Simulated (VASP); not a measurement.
Wanted: the native input for a VASP 6.6.1 run.

- Task: single point
- Functional: PBE
- Potentials or basis: VASP PAW PBE potentials, release 64 (Ba_sv, Hf_pv, O)
- Cutoff: 520 eV
- k mesh: 6 × 6 × 6
- Occupations: gaussian, width 0.02 eV
- Spin: no spin polarisation
- Dipole correction: no
- Further INCAR settings: ALGO = Fast; EDIFF = 1e-06; NBANDS = 27

The structure of BaHfO3 lies in POSCAR:

```
BaHfO3
1.0
    4.2061183634      0.0000000000      0.0000000000
    0.0000000000      4.2061183634      0.0000000000
    0.0000000000      0.0000000000      4.2061183634
Ba Hf O
1 1 3
Direct
    0.5000000000      0.5000000000      0.5000000000
    0.0000000000      0.0000000000      0.0000000000
    0.0000000000      0.5000000000      0.0000000000
    0.5000000000      0.0000000000      0.0000000000
    0.0000000000      0.0000000000      0.5000000000
```

The cell comes from a database or a generator and needn't be the stable form of this composition.

One way to write it, as run:

INCAR

```
SYSTEM = BaHfO3
ALGO = Fast
EDIFF = 1E-6
ENCUT = 520
GGA = PE
ISIF = 2
ISMEAR = 0
LASPH = .TRUE.
LCHARG = .FALSE.
LREAL = .FALSE.
LWAVE = .FALSE.
NBANDS = 27
NELM = 100
PREC = Accurate
SIGMA = 0.02
```

KPOINTS

```
k-points
0
G
  6 6 6
  0 0 0
```

Potentials or basis: VASP PAW PBE potentials, release 64 (Ba_sv, Hf_pv, O).

Run with:

```console
$ cat potpaw_PBE.64/Ba_sv/POTCAR potpaw_PBE.64/Hf_pv/POTCAR potpaw_PBE.64/O/POTCAR > POTCAR
$ mpirun -np 1 vasp_std > vasp.out
```

Results of the run:

| Property | Result |
| --- | --- |
| Pressure | -0.6 GPa |
| Band gap on the k mesh | 3.53 eV, indirect (least direct gap 3.78 eV) |

Caveat: spin-orbit coupling is left out, which moves the levels of the heavy elements.

It took 44 s on 1 thread of Intel(R) Xeon(R) Platinum 8259CL CPU @ 2.50GHz (Skylake/Cascade Lake), with other jobs on the host, peak memory 0.2 GiB.
